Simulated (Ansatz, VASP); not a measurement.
# Cross-check of Ge (Germanium) between VASP and Ansatz, part 3 of 4

Aim: how closely do two programs agree when they are given the same cell, functional and k mesh? The structure shown is the start of the Ansatz relaxation below; VASP solves that cell, so the two are compared at the walk's first step.

VASP 6.6.1 and Ansatz 0.2.0.

So far: The structure; Ansatz: relaxation, LDA; VASP: single point, LDA, start cell, pair 1.

## (4) Differences

Known differences besides the potentials themselves: the two LDA forms differ slightly; the cutoff is 420 eV in Ansatz and 410 eV in VASP; VASP's log shows a relativistic correction to its local exchange, Ansatz's none. Total energies have different zeros and are not compared.

Forces (eV/Å; atoms numbered as in POSCAR):

| atom | Ansatz x, y, z | VASP x, y, z |
| --- | --- | --- |
| Ge1 | 0.080, 0.080, 0.080 | 0.083, 0.083, 0.083 |
| Ge2 | -0.080, -0.080, -0.080 | -0.083, -0.083, -0.083 |

The forces differ by 3.4 meV/Å r.m.s., which is 4.1 % of the r.m.s. force of 0.083 eV/Å (both taken over all components).

## (5) Other set-ups

Further runs change the set-up of one program: Ansatz's method, potentials or start, or VASP's data sets, cutoff or form of LDA. The table gives that difference for each run.

| run | r.m.s. force difference (meV/Å) |
| --- | --- |
| as above | 3.4 |
| VASP with a cutoff of 500 eV (perhaps on Ansatz's relaxed cell) | 3.4 |

## (6) Ansatz: relaxation, LDA

The two programs are compared at the cell with which this relaxation starts, whose forces are those of its first step. The cell compared in this pair holds 42.11 Å³, against 41.42 Å³ for the pair before.

The structure compared here is the start of the Ansatz relaxation; VASP solves that cell, so the two are compared at the walk's first step.

input.yaml

```yaml
crystal:
  lattice:
    - [0.0706780228, 2.797098415, 2.797098415]
    - [2.797098415, 0.0706780228, 2.797098415]
    - [2.797098415, 2.797098415, 0.0706780228]
  atoms:
    - { symbol: Ge, position: [0.501240936, 0.501240936, 0.501240936] }
    - { symbol: Ge, position: [0.748759064, 0.748759064, 0.748759064] }
  conventional_axes: [[-1, 1, 0], [0, -1, 1], [1, 1, 1]]
kpoints:
  mp_grid: { grid: [12, 12, 12], shift: [0.5, 0.5, 0.5] }
hamiltonian:
  xc: lda
  pseudopotentials: { kind: paw, azcp: { folder: soft_1 }, xc_functional: pbe }
scf:
  occupations: { method: gaussian, width: 0.015 }
output:
  forces: true
  stress: true
  eigenvalues: true
relax:
  adjacent_minimum: "off"
  f_tol: 0.001
  max_steps: 60
  cell: { stress_tol: 0.01, fix: [a, b, angles] }
```

Started as:

```bash
$ ansatz run input.yaml --threads 4 --pin off --max-ram 10240MiB --backend cpu --events-out ev --progress --plain --runs-dir out
```

Numbers of over 12 decimals in the logs are rounded to 6 here.

What it wrote:

```text
[...]
Crystal: 2 atoms, lattice volume = 42.109 Å³
Basis set: ecut = 420 eV, 851 PW (Γ)
Bands: 18, of which v1, the nominal top of the filled ones, is band 14 counted from 1 (13 counted from 0)
Symmetry: 12 space group operations
[...]
k-points: 182 of 1728
[...]
k-point 181: bands = [... 10 lower, -2.0586, 1.1614, 7.0644, 7.7670, 10.6527, 12.9848, 13.4204, 16.8330]
--- Relaxed structure (4 steps of the walk, 4 accepted, 1 SCFs on fresh bases) ---
[...]
cell:  # Å, volume = 42.2845 Å³
    - [0.078543, 2.804963, 2.804963]
    - [2.804963, 0.078543, 2.804963]
    - [2.804963, 2.804963, 0.078543]
  atoms:
    - { symbol: Ge, position: [0.501926, 0.501926, 0.501926] }
    - { symbol: Ge, position: [0.748074, 0.748074, 0.748074] }
[key lines of the parts left out:]
SCF converged after 5 iterations
Free energy (F): -8431.407595 eV
Fermi energy:    9.393856 eV
P = ⅓ Tr σ = 4.0116 GPa (40.116 kbar)
```

## (7) VASP: single point, LDA, start cell, pair 2

The same cell, functional (in two slightly different forms), mesh and smearing now go to VASP, with its own data sets.

INCAR

```
SYSTEM = Ge
PREC = Accurate
ENCUT = 410
EDIFF = 1E-06
NELM = 120
ISMEAR = 0
SIGMA = 0.015
LREAL = .FALSE.
ALGO = Normal
GGA = CA
NBANDS = 20
LORBIT = 11
LWAVE = .FALSE.
LCHARG = .FALSE.
ISIF = 2
ISYM = 2
LASPH = .TRUE.
GGA_COMPAT = .FALSE.
EFERMI = MIDGAP
KPAR = 2
```

POSCAR

```
Ge
1.0
    0.0706780000      2.7970980000      2.7970980000
    2.7970980000      0.0706780000      2.7970980000
    2.7970980000      2.7970980000      0.0706780000
Ge
2
Direct
    0.5012409808      0.5012409808      0.5012409808
    0.7487591074      0.7487591074      0.7487591074
```

KPOINTS

```
Points of the shifted mesh
1728
Reciprocal
 0.0416666667  0.0416666667  0.0416666667 1
 0.0416666667  0.0416666667  0.1250000000 1
 0.0416666667  0.0416666667  0.2083333333 1
 0.0416666667  0.0416666667  0.2916666667 1
 0.0416666667  0.0416666667  0.3750000000 1
 0.0416666667  0.0416666667  0.4583333333 1
 0.0416666667  0.0416666667  0.5416666667 1
 0.0416666667  0.0416666667  0.6250000000 1
 0.0416666667  0.0416666667  0.7083333333 1
 0.0416666667  0.0416666667  0.7916666667 1
 0.0416666667  0.0416666667  0.8750000000 1
 0.0416666667  0.0416666667  0.9583333333 1
 0.0416666667  0.1250000000  0.0416666667 1
 0.0416666667  0.1250000000  0.1250000000 1
 0.0416666667  0.1250000000  0.2083333333 1
 0.0416666667  0.1250000000  0.2916666667 1
 0.0416666667  0.1250000000  0.3750000000 1
 0.0416666667  0.1250000000  0.4583333333 1
 0.0416666667  0.1250000000  0.5416666667 1
 0.0416666667  0.1250000000  0.6250000000 1
 0.0416666667  0.1250000000  0.7083333333 1
 0.0416666667  0.1250000000  0.7916666667 1
 0.0416666667  0.1250000000  0.8750000000 1
 0.0416666667  0.1250000000  0.9583333333 1
 0.0416666667  0.2083333333  0.0416666667 1
 0.0416666667  0.2083333333  0.1250000000 1
 0.0416666667  0.2083333333  0.2083333333 1
 0.0416666667  0.2083333333  0.2916666667 1
 0.0416666667  0.2083333333  0.3750000000 1
 0.0416666667  0.2083333333  0.4583333333 1
 0.0416666667  0.2083333333  0.5416666667 1
 0.0416666667  0.2083333333  0.6250000000 1
 0.0416666667  0.2083333333  0.7083333333 1
 0.0416666667  0.2083333333  0.7916666667 1
 0.0416666667  0.2083333333  0.8750000000 1
 0.0416666667  0.2083333333  0.9583333333 1
 0.0416666667  0.2916666667  0.0416666667 1
 0.0416666667  0.2916666667  0.1250000000 1
 0.0416666667  0.2916666667  0.2083333333 1
 0.0416666667  0.2916666667  0.2916666667 1
 0.0416666667  0.2916666667  0.3750000000 1
 0.0416666667  0.2916666667  0.4583333333 1
 0.0416666667  0.2916666667  0.5416666667 1
 0.0416666667  0.2916666667  0.6250000000 1
 0.0416666667  0.2916666667  0.7083333333 1
 0.0416666667  0.2916666667  0.7916666667 1
 0.0416666667  0.2916666667  0.8750000000 1
 0.0416666667  0.2916666667  0.9583333333 1
 0.0416666667  0.3750000000  0.0416666667 1
 0.0416666667  0.3750000000  0.1250000000 1
 0.0416666667  0.3750000000  0.2083333333 1
 0.0416666667  0.3750000000  0.2916666667 1
 0.0416666667  0.3750000000  0.3750000000 1
 0.0416666667  0.3750000000  0.4583333333 1
 0.0416666667  0.3750000000  0.5416666667 1
 0.0416666667  0.3750000000  0.6250000000 1
 0.0416666667  0.3750000000  0.7083333333 1
 0.0416666667  0.3750000000  0.7916666667 1
 0.0416666667  0.3750000000  0.8750000000 1
 0.0416666667  0.3750000000  0.9583333333 1
 0.0416666667  0.4583333333  0.0416666667 1
 0.0416666667  0.4583333333  0.1250000000 1
 0.0416666667  0.4583333333  0.2083333333 1
 0.0416666667  0.4583333333  0.2916666667 1
 0.0416666667  0.4583333333  0.3750000000 1
 0.0416666667  0.4583333333  0.4583333333 1
 0.0416666667  0.4583333333  0.5416666667 1
 0.0416666667  0.4583333333  0.6250000000 1
 0.0416666667  0.4583333333  0.7083333333 1
 0.0416666667  0.4583333333  0.7916666667 1
 0.0416666667  0.4583333333  0.8750000000 1
 0.0416666667  0.4583333333  0.9583333333 1
 0.0416666667  0.5416666667  0.0416666667 1
 0.0416666667  0.5416666667  0.1250000000 1
 0.0416666667  0.5416666667  0.2083333333 1
 0.0416666667  0.5416666667  0.2916666667 1
 0.0416666667  0.5416666667  0.3750000000 1
 0.0416666667  0.5416666667  0.4583333333 1
 0.0416666667  0.5416666667  0.5416666667 1
 0.0416666667  0.5416666667  0.6250000000 1
 0.0416666667  0.5416666667  0.7083333333 1
 0.0416666667  0.5416666667  0.7916666667 1
 0.0416666667  0.5416666667  0.8750000000 1
 0.0416666667  0.5416666667  0.9583333333 1
 0.0416666667  0.6250000000  0.0416666667 1
 0.0416666667  0.6250000000  0.1250000000 1
 0.0416666667  0.6250000000  0.2083333333 1
 0.0416666667  0.6250000000  0.2916666667 1
 0.0416666667  0.6250000000  0.3750000000 1
 0.0416666667  0.6250000000  0.4583333333 1
 0.0416666667  0.6250000000  0.5416666667 1
 0.0416666667  0.6250000000  0.6250000000 1
 0.0416666667  0.6250000000  0.7083333333 1
 0.0416666667  0.6250000000  0.7916666667 1
 0.0416666667  0.6250000000  0.8750000000 1
 0.0416666667  0.6250000000  0.9583333333 1
 0.0416666667  0.7083333333  0.0416666667 1
 0.0416666667  0.7083333333  0.1250000000 1
 0.0416666667  0.7083333333  0.2083333333 1
 0.0416666667  0.7083333333  0.2916666667 1
 0.0416666667  0.7083333333  0.3750000000 1
 0.0416666667  0.7083333333  0.4583333333 1
 0.0416666667  0.7083333333  0.5416666667 1
 0.0416666667  0.7083333333  0.6250000000 1
 0.0416666667  0.7083333333  0.7083333333 1
 0.0416666667  0.7083333333  0.7916666667 1
 0.0416666667  0.7083333333  0.8750000000 1
 0.0416666667  0.7083333333  0.9583333333 1
 0.0416666667  0.7916666667  0.0416666667 1
 0.0416666667  0.7916666667  0.1250000000 1
 0.0416666667  0.7916666667  0.2083333333 1
 0.0416666667  0.7916666667  0.2916666667 1
[... 1390 lines left out ...]
 0.8750000000  0.4583333333  0.1250000000 1
 0.8750000000  0.4583333333  0.2083333333 1
 0.8750000000  0.4583333333  0.2916666667 1
 0.8750000000  0.4583333333  0.3750000000 1
 0.8750000000  0.4583333333  0.4583333333 1
 0.8750000000  0.4583333333  0.5416666667 1
 0.8750000000  0.4583333333  0.6250000000 1
 0.8750000000  0.4583333333  0.7083333333 1
 0.8750000000  0.4583333333  0.7916666667 1
 0.8750000000  0.4583333333  0.8750000000 1
 0.8750000000  0.4583333333  0.9583333333 1
 0.8750000000  0.5416666667  0.0416666667 1
 0.8750000000  0.5416666667  0.1250000000 1
 0.8750000000  0.5416666667  0.2083333333 1
 0.8750000000  0.5416666667  0.2916666667 1
 0.8750000000  0.5416666667  0.3750000000 1
 0.8750000000  0.5416666667  0.4583333333 1
 0.8750000000  0.5416666667  0.5416666667 1
 0.8750000000  0.5416666667  0.6250000000 1
 0.8750000000  0.5416666667  0.7083333333 1
 0.8750000000  0.5416666667  0.7916666667 1
 0.8750000000  0.5416666667  0.8750000000 1
 0.8750000000  0.5416666667  0.9583333333 1
 0.8750000000  0.6250000000  0.0416666667 1
 0.8750000000  0.6250000000  0.1250000000 1
 0.8750000000  0.6250000000  0.2083333333 1
 0.8750000000  0.6250000000  0.2916666667 1
 0.8750000000  0.6250000000  0.3750000000 1
 0.8750000000  0.6250000000  0.4583333333 1
 0.8750000000  0.6250000000  0.5416666667 1
 0.8750000000  0.6250000000  0.6250000000 1
 0.8750000000  0.6250000000  0.7083333333 1
 0.8750000000  0.6250000000  0.7916666667 1
 0.8750000000  0.6250000000  0.8750000000 1
 0.8750000000  0.6250000000  0.9583333333 1
 0.8750000000  0.7083333333  0.0416666667 1
 0.8750000000  0.7083333333  0.1250000000 1
 0.8750000000  0.7083333333  0.2083333333 1
 0.8750000000  0.7083333333  0.2916666667 1
 0.8750000000  0.7083333333  0.3750000000 1
 0.8750000000  0.7083333333  0.4583333333 1
 0.8750000000  0.7083333333  0.5416666667 1
 0.8750000000  0.7083333333  0.6250000000 1
 0.8750000000  0.7083333333  0.7083333333 1
 0.8750000000  0.7083333333  0.7916666667 1
 0.8750000000  0.7083333333  0.8750000000 1
 0.8750000000  0.7083333333  0.9583333333 1
 0.8750000000  0.7916666667  0.0416666667 1
 0.8750000000  0.7916666667  0.1250000000 1
 0.8750000000  0.7916666667  0.2083333333 1
 0.8750000000  0.7916666667  0.2916666667 1
 0.8750000000  0.7916666667  0.3750000000 1
 0.8750000000  0.7916666667  0.4583333333 1
 0.8750000000  0.7916666667  0.5416666667 1
 0.8750000000  0.7916666667  0.6250000000 1
 0.8750000000  0.7916666667  0.7083333333 1
 0.8750000000  0.7916666667  0.7916666667 1
 0.8750000000  0.7916666667  0.8750000000 1
 0.8750000000  0.7916666667  0.9583333333 1
 0.8750000000  0.8750000000  0.0416666667 1
 0.8750000000  0.8750000000  0.1250000000 1
 0.8750000000  0.8750000000  0.2083333333 1
 0.8750000000  0.8750000000  0.2916666667 1
 0.8750000000  0.8750000000  0.3750000000 1
 0.8750000000  0.8750000000  0.4583333333 1
 0.8750000000  0.8750000000  0.5416666667 1
 0.8750000000  0.8750000000  0.6250000000 1
 0.8750000000  0.8750000000  0.7083333333 1
 0.8750000000  0.8750000000  0.7916666667 1
 0.8750000000  0.8750000000  0.8750000000 1
 0.8750000000  0.8750000000  0.9583333333 1
 0.8750000000  0.9583333333  0.0416666667 1
 0.8750000000  0.9583333333  0.1250000000 1
 0.8750000000  0.9583333333  0.2083333333 1
 0.8750000000  0.9583333333  0.2916666667 1
 0.8750000000  0.9583333333  0.3750000000 1
 0.8750000000  0.9583333333  0.4583333333 1
 0.8750000000  0.9583333333  0.5416666667 1
 0.8750000000  0.9583333333  0.6250000000 1
 0.8750000000  0.9583333333  0.7083333333 1
 0.8750000000  0.9583333333  0.7916666667 1
 0.8750000000  0.9583333333  0.8750000000 1
 0.8750000000  0.9583333333  0.9583333333 1
 0.9583333333  0.0416666667  0.0416666667 1
 0.9583333333  0.0416666667  0.1250000000 1
 0.9583333333  0.0416666667  0.2083333333 1
 0.9583333333  0.0416666667  0.2916666667 1
 0.9583333333  0.0416666667  0.3750000000 1
 0.9583333333  0.0416666667  0.4583333333 1
 0.9583333333  0.0416666667  0.5416666667 1
 0.9583333333  0.0416666667  0.6250000000 1
 0.9583333333  0.0416666667  0.7083333333 1
 0.9583333333  0.0416666667  0.7916666667 1
 0.9583333333  0.0416666667  0.8750000000 1
 0.9583333333  0.0416666667  0.9583333333 1
 0.9583333333  0.1250000000  0.0416666667 1
 0.9583333333  0.1250000000  0.1250000000 1
 0.9583333333  0.1250000000  0.2083333333 1
 0.9583333333  0.1250000000  0.2916666667 1
 0.9583333333  0.1250000000  0.3750000000 1
 0.9583333333  0.1250000000  0.4583333333 1
 0.9583333333  0.1250000000  0.5416666667 1
 0.9583333333  0.1250000000  0.6250000000 1
 0.9583333333  0.1250000000  0.7083333333 1
 0.9583333333  0.1250000000  0.7916666667 1
 0.9583333333  0.1250000000  0.8750000000 1
 0.9583333333  0.1250000000  0.9583333333 1
 0.9583333333  0.2083333333  0.0416666667 1
 0.9583333333  0.2083333333  0.1250000000 1
 0.9583333333  0.2083333333  0.2083333333 1
 0.9583333333  0.2083333333  0.2916666667 1
 0.9583333333  0.2083333333  0.3750000000 1
 0.9583333333  0.2083333333  0.4583333333 1
 0.9583333333  0.2083333333  0.5416666667 1
 0.9583333333  0.2083333333  0.6250000000 1
 0.9583333333  0.2083333333  0.7083333333 1
 0.9583333333  0.2083333333  0.7916666667 1
 0.9583333333  0.2083333333  0.8750000000 1
 0.9583333333  0.2083333333  0.9583333333 1
 0.9583333333  0.2916666667  0.0416666667 1
 0.9583333333  0.2916666667  0.1250000000 1
 0.9583333333  0.2916666667  0.2083333333 1
 0.9583333333  0.2916666667  0.2916666667 1
 0.9583333333  0.2916666667  0.3750000000 1
 0.9583333333  0.2916666667  0.4583333333 1
 0.9583333333  0.2916666667  0.5416666667 1
 0.9583333333  0.2916666667  0.6250000000 1
 0.9583333333  0.2916666667  0.7083333333 1
 0.9583333333  0.2916666667  0.7916666667 1
 0.9583333333  0.2916666667  0.8750000000 1
 0.9583333333  0.2916666667  0.9583333333 1
 0.9583333333  0.3750000000  0.0416666667 1
 0.9583333333  0.3750000000  0.1250000000 1
 0.9583333333  0.3750000000  0.2083333333 1
 0.9583333333  0.3750000000  0.2916666667 1
 0.9583333333  0.3750000000  0.3750000000 1
 0.9583333333  0.3750000000  0.4583333333 1
 0.9583333333  0.3750000000  0.5416666667 1
 0.9583333333  0.3750000000  0.6250000000 1
 0.9583333333  0.3750000000  0.7083333333 1
 0.9583333333  0.3750000000  0.7916666667 1
 0.9583333333  0.3750000000  0.8750000000 1
 0.9583333333  0.3750000000  0.9583333333 1
 0.9583333333  0.4583333333  0.0416666667 1
 0.9583333333  0.4583333333  0.1250000000 1
 0.9583333333  0.4583333333  0.2083333333 1
 0.9583333333  0.4583333333  0.2916666667 1
 0.9583333333  0.4583333333  0.3750000000 1
 0.9583333333  0.4583333333  0.4583333333 1
 0.9583333333  0.4583333333  0.5416666667 1
 0.9583333333  0.4583333333  0.6250000000 1
 0.9583333333  0.4583333333  0.7083333333 1
 0.9583333333  0.4583333333  0.7916666667 1
 0.9583333333  0.4583333333  0.8750000000 1
 0.9583333333  0.4583333333  0.9583333333 1
 0.9583333333  0.5416666667  0.0416666667 1
 0.9583333333  0.5416666667  0.1250000000 1
 0.9583333333  0.5416666667  0.2083333333 1
 0.9583333333  0.5416666667  0.2916666667 1
 0.9583333333  0.5416666667  0.3750000000 1
 0.9583333333  0.5416666667  0.4583333333 1
 0.9583333333  0.5416666667  0.5416666667 1
 0.9583333333  0.5416666667  0.6250000000 1
 0.9583333333  0.5416666667  0.7083333333 1
 0.9583333333  0.5416666667  0.7916666667 1
 0.9583333333  0.5416666667  0.8750000000 1
 0.9583333333  0.5416666667  0.9583333333 1
 0.9583333333  0.6250000000  0.0416666667 1
 0.9583333333  0.6250000000  0.1250000000 1
 0.9583333333  0.6250000000  0.2083333333 1
 0.9583333333  0.6250000000  0.2916666667 1
 0.9583333333  0.6250000000  0.3750000000 1
 0.9583333333  0.6250000000  0.4583333333 1
 0.9583333333  0.6250000000  0.5416666667 1
 0.9583333333  0.6250000000  0.6250000000 1
 0.9583333333  0.6250000000  0.7083333333 1
 0.9583333333  0.6250000000  0.7916666667 1
 0.9583333333  0.6250000000  0.8750000000 1
 0.9583333333  0.6250000000  0.9583333333 1
 0.9583333333  0.7083333333  0.0416666667 1
 0.9583333333  0.7083333333  0.1250000000 1
 0.9583333333  0.7083333333  0.2083333333 1
 0.9583333333  0.7083333333  0.2916666667 1
 0.9583333333  0.7083333333  0.3750000000 1
 0.9583333333  0.7083333333  0.4583333333 1
 0.9583333333  0.7083333333  0.5416666667 1
 0.9583333333  0.7083333333  0.6250000000 1
 0.9583333333  0.7083333333  0.7083333333 1
 0.9583333333  0.7083333333  0.7916666667 1
 0.9583333333  0.7083333333  0.8750000000 1
 0.9583333333  0.7083333333  0.9583333333 1
 0.9583333333  0.7916666667  0.0416666667 1
 0.9583333333  0.7916666667  0.1250000000 1
 0.9583333333  0.7916666667  0.2083333333 1
 0.9583333333  0.7916666667  0.2916666667 1
 0.9583333333  0.7916666667  0.3750000000 1
 0.9583333333  0.7916666667  0.4583333333 1
 0.9583333333  0.7916666667  0.5416666667 1
 0.9583333333  0.7916666667  0.6250000000 1
 0.9583333333  0.7916666667  0.7083333333 1
 0.9583333333  0.7916666667  0.7916666667 1
 0.9583333333  0.7916666667  0.8750000000 1
 0.9583333333  0.7916666667  0.9583333333 1
 0.9583333333  0.8750000000  0.0416666667 1
 0.9583333333  0.8750000000  0.1250000000 1
 0.9583333333  0.8750000000  0.2083333333 1
 0.9583333333  0.8750000000  0.2916666667 1
 0.9583333333  0.8750000000  0.3750000000 1
 0.9583333333  0.8750000000  0.4583333333 1
 0.9583333333  0.8750000000  0.5416666667 1
 0.9583333333  0.8750000000  0.6250000000 1
 0.9583333333  0.8750000000  0.7083333333 1
 0.9583333333  0.8750000000  0.7916666667 1
 0.9583333333  0.8750000000  0.8750000000 1
 0.9583333333  0.8750000000  0.9583333333 1
 0.9583333333  0.9583333333  0.0416666667 1
 0.9583333333  0.9583333333  0.1250000000 1
 0.9583333333  0.9583333333  0.2083333333 1
 0.9583333333  0.9583333333  0.2916666667 1
 0.9583333333  0.9583333333  0.3750000000 1
 0.9583333333  0.9583333333  0.4583333333 1
 0.9583333333  0.9583333333  0.5416666667 1
 0.9583333333  0.9583333333  0.6250000000 1
 0.9583333333  0.9583333333  0.7083333333 1
 0.9583333333  0.9583333333  0.7916666667 1
 0.9583333333  0.9583333333  0.8750000000 1
 0.9583333333  0.9583333333  0.9583333333 1
```

Potentials, in the order of the species: Ge_d (LDA family, release 64).

Started as:

```bash
$ mpirun -np 2 vasp_std
```

What it wrote:

```text
[... set-up lines as in an earlier step ...]
 entering main loop
       N       E                     dE             d eps       ncg     rms          rms(c)
DAV:   1     0.169976794701E+03    0.16998E+03   -0.13269E+04 74620   0.342E+03
DAV:   2     0.123500598930E+02   -0.15763E+03   -0.15341E+03 69360   0.533E+02
DAV:   3    -0.989167573750E+01   -0.22242E+02   -0.22104E+02 77868   0.135E+02
DAV:   4    -0.105397903162E+02   -0.64811E+00   -0.64776E+00 77768   0.274E+01
[...]
DAV:   9    -0.103407260673E+02   -0.89139E-05   -0.15030E-04 80840   0.136E-01    0.219E-02
DAV:  10    -0.103407245498E+02    0.15175E-05   -0.13822E-05 94648   0.445E-02    0.429E-03
DAV:  11    -0.103407243083E+02    0.24150E-06   -0.18109E-06 61852   0.117E-02
   1 F= -.10340724E+02 E0= -.10340724E+02  d E =-.108888E-62
```

Parts of OUTCAR (step 7):

```text
  Total        1.1154019      1.1154019      1.1154019     -0.5351175     -0.5351175     -0.5351175
  in kB       42.4391030     42.4391030     42.4391030    -20.3602884    -20.3602884    -20.3602884
  external PRESSURE =      42.4391030 kB  Pullay stress =       0.0000000 kB

 POSITION                                       TOTAL-FORCE (eV/Angst)
 -----------------------------------------------------------------------------------
      2.83947      2.83947      2.83947         0.075284      0.075284      0.075284
      4.24163      4.24163      4.24163        -0.075284     -0.075284     -0.075284
 -----------------------------------------------------------------------------------
    total drift:                                0.000000      0.000000      0.000000

  FREE ENERGIE OF THE ION-ELECTRON SYSTEM (eV)
  ---------------------------------------------------
  free  energy   TOTEN  =       -10.3407243083 eV

  energy  without entropy=      -10.3407243083  energy(sigma->0) =      -10.34072431

[... 1 part as in an earlier step ...]

[... 2 further parts left out ...]
[key lines of the parts left out:]
E-fermi :   5.6956
```

The run ends at a pressure of 4.24 GPa, with forces up to 0.13 eV/Å.

## (8) Comparison

Forces (eV/Å; atoms numbered as in POSCAR):

| atom | Ansatz x, y, z | VASP x, y, z |
| --- | --- | --- |
| Ge1 | 0.073, 0.073, 0.073 | 0.075, 0.075, 0.075 |
| Ge2 | -0.073, -0.073, -0.073 | -0.075, -0.075, -0.075 |

The forces differ by 2.4 meV/Å r.m.s., which is 3.1 % of the r.m.s. force of 0.075 eV/Å (both taken over all components).

## (9) What the set-up changes

Further runs change the set-up of one program: Ansatz's method, potentials or start, or VASP's data sets, cutoff or form of LDA. The table gives that difference for each run.

| run | r.m.s. force difference (meV/Å) |
| --- | --- |
| as above | 2.4 |
| VASP with a cutoff of 500 eV (perhaps on Ansatz's relaxed cell) | 2.3 |

(Part 3 of 4 ends here.)

[Lines on the potential files, build, host, timing and source positions are cut from VASP's logs without a mark.]

[Logs are printed without paths, hosts, clocks, repeated set-up lines and the standing remarks that a program may print on its own settings, such as how far it seeks lower states.]

[Hosts, paths, dates, database ids (printed as entryN), source tags and the programs' standing remarks are cut or masked in the printed files.]

[Rows of further runs with another cutoff or data set may stand on the cell that Ansatz relaxed, not on the start cell of the pair above them.]
